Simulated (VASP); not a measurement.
All values below come from LDA (Ceperley-Alder, Perdew-Zunger), VASP's LDA PAW potentials (set 64) (plane waves; VASP).

VASP ran on this input.

### INCAR
```
! general
SYSTEM = C
PREC   = Accurate
ENCUT  = 520   ! plane-wave cut-off (eV)
LREAL  = .FALSE.   ! projection in real space or not
LASPH  = .TRUE.

! electronic loop
EDIFF  = 1E-7
NELM   = 100
ALGO   = Normal   ! blocked Davidson

! smearing
ISMEAR = -5   ! tetrahedra, Bloechl

! ions
ISIF   = 2   ! forces and stress, cell fixed

! output
LWAVE  = .FALSE.
LCHARG = .TRUE.
LORBIT = 11   ! lm-projected
NEDOS  = 601   ! DOS grid
```

**POSCAR**
```
C
1
    0.0000000000     1.7679180407     1.7679180407
    1.7679180407     0.0000000000     1.7679180407
    1.7679180407     1.7679180407     0.0000000000
C
2
Direct
  0.0000000000   0.0000000000   0.0000000000
  0.2500000000   0.2500000000   0.2500000000
```

### KPOINTS
```
Regular mesh
0
gamma
  14 14 14
```

POTCAR, in this order: C (LDA.64 set). Program: vasp_std.

The resulting files:

File OSZICAR:
```
       N       E                     dE             d eps       ncg     rms          rms(c)
DAV:   1    -0.172648893912E+01   -0.17265E+01   -0.50298E+03  1720   0.983E+02
DAV:   2    -0.209724792418E+02   -0.19246E+02   -0.19074E+02  2632   0.114E+02
DAV:   3    -0.211057864726E+02   -0.13331E+00   -0.13331E+00  1728   0.119E+01
DAV:   4    -0.211060966561E+02   -0.31018E-03   -0.31018E-03  2504   0.535E-01
DAV:   5    -0.211060968415E+02   -0.18538E-06   -0.18538E-06  1728   0.699E-03    0.589E+00
DAV:   6    -0.204682356491E+02    0.63786E+00   -0.51776E-01  1712   0.559E+00    0.344E+00
DAV:   7    -0.202462998549E+02    0.22194E+00   -0.57225E-01  2056   0.586E+00    0.777E-01
DAV:   8    -0.202454911345E+02    0.80872E-03   -0.23068E-03  1712   0.580E-01    0.271E-02
DAV:   9    -0.202454900171E+02    0.11174E-05   -0.11939E-05  2072   0.376E-02    0.240E-02
DAV:  10    -0.202454911149E+02   -0.10977E-05   -0.54984E-07  1864   0.861E-03    0.319E-03
DAV:  11    -0.202454910872E+02    0.27695E-07   -0.21608E-08  1360   0.140E-03
   1 F= -.20245491E+02 E0= -.20245491E+02  d E =0.000000E+00
```

OUTCAR:
```
------------------------ aborting loop because EDIFF is reached ----------------------------------------
  FORCE on cell =-STRESS in cart. coord.  units (eV):
  Direction    XX          YY          ZZ          XY          YZ          ZX
  --------------------------------------------------------------------------------------
  Total       -0.0007269     -0.0007269     -0.0007269     -0.0000000     -0.0000000     -0.0000000
  in kB       -0.1053815     -0.1053815     -0.1053815     -0.0000000     -0.0000000     -0.0000000
  external PRESSURE =      -0.1053815 kB  Pullay stress =       0.0000000 kB
  volume of cell :       11.05
      direct lattice vectors                 reciprocal lattice vectors
     0.000000000  1.767918041  1.767918041    -0.282818541  0.282818541  0.282818541
     1.767918041  0.000000000  1.767918041     0.282818541 -0.282818541  0.282818541
     1.767918041  1.767918041  0.000000000     0.282818541  0.282818541 -0.282818541
 POSITION                                       TOTAL-FORCE (eV/Angst)
 -----------------------------------------------------------------------------------
      0.00000      0.00000      0.00000         0.000000      0.000000      0.000000
      0.88396      0.88396      0.88396        -0.000000     -0.000000     -0.000000
 -----------------------------------------------------------------------------------
    total drift:                                0.000000      0.000000      0.000000
  FREE ENERGIE OF THE ION-ELECTRON SYSTEM (eV)
  ---------------------------------------------------
  free  energy   TOTEN  =       -20.2454910872 eV

  energy  without entropy=      -20.2454910872  energy(sigma->0) =      -20.24549109

 total charge

# of ion       s       p       d       tot
------------------------------------------
    1        0.823   1.781   0.000   2.604
    2        0.823   1.781   0.000   2.604
--------------------------------------------------
tot          1.646   3.561   0.000   5.208
```
(Selected blocks of OUTCAR.)

File OUTCAR:
```
 val. band max:       10.1094982026   @ k =   0.0000   0.0000   0.0000

 cond. band min:      14.2710867516   @ k =   0.3571   0.3571   0.0000


 Fermi energy:        10.1362033983

 k-point     1 :       0.0000    0.0000    0.0000
  band No.  band energies     occupation
      1     -11.5602      2.00000
      2      10.1095      2.00000
      3      10.1095      2.00000
      4      10.1095      2.00000
      5      15.7256      0.00000
      6      15.7256      0.00000
      7      15.7256      0.00000
      8      24.2672      0.00000

 k-point     2 :       0.0714    0.0000    0.0000
  band No.  band energies     occupation
      1     -11.4164      2.00000
      2       9.1668      2.00000
      3       9.8598      2.00000
      4       9.8598      2.00000
      5      16.0517      0.00000
      6      16.0517      0.00000
      7      16.3076      0.00000
      8      24.3495      0.00000

 k-point     3 :       0.1429    0.0000    0.0000
  band No.  band energies     occupation
      1     -10.9864      2.00000
      2       7.1043      2.00000
      3       9.2804      2.00000
      4       9.2804      2.00000
      5      16.8127      0.00000
      6      16.8127      0.00000
      7      17.3407      0.00000
      8      24.5856      0.00000

 k-point     4 :       0.2143    0.0000    0.0000
  band No.  band energies     occupation
      1     -10.2740      2.00000
      2       4.6883      2.00000
      3       8.6284      2.00000
      4       8.6284      2.00000
      5      17.6261      0.00000
      6      17.6261      0.00000
      7      18.2111      0.00000
      8      24.9339      0.00000

 k-point     5 :       0.2857    0.0000    0.0000
  band No.  band energies     occupation
      1      -9.2871      2.00000
      2       2.2247      2.00000
      3       8.0508      2.00000
      4       8.0508      2.00000
      5      18.2159      0.00000
      6      18.2159      0.00000
      7      18.8168      0.00000
...
```

The compound is C in the diamond structure. It was relaxed first.
